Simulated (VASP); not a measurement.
**Tl3Au (space group Pm-3m): computed properties**

Method: PBEsol GGA, VASP's PBE PAW potentials (set 64) (plane waves; VASP).

```
Item                                                                   Value
----------------------------------  ----------------------------------------
space group                                                      Pm-3m (221)
cell                                a = b = c = 4.6506 Å, α = β = γ = 90.00°
volume per atom                                               25.15 Å^3/atom
band gap (over mesh and band path)  none (metal, semimetal or under 0.01 eV)
density                                                          13.37 g/cm³
```

```
CELL_PARAMETERS angstrom
      4.65063     0.00000     0.00000
      0.00000     4.65063     0.00000
      0.00000     0.00000     4.65063
ATOMIC_POSITIONS crystal
  Tl 0.00000 0.50000 0.50000
  Tl 0.50000 0.00000 0.50000
  Tl 0.50000 0.50000 0.00000
  Au 0.00000 0.00000 0.00000
```

Unless said otherwise, spin-orbit coupling is left out, though it shifts the bands of the heavy elements here.

The structure comes from a computed database's Tl3Au entry (Pm-3m); how it stands against other phases isn't given here. It was relaxed first, which changed the volume by -5 %. Symmetry was kept, so distortions that lower it aren't found.
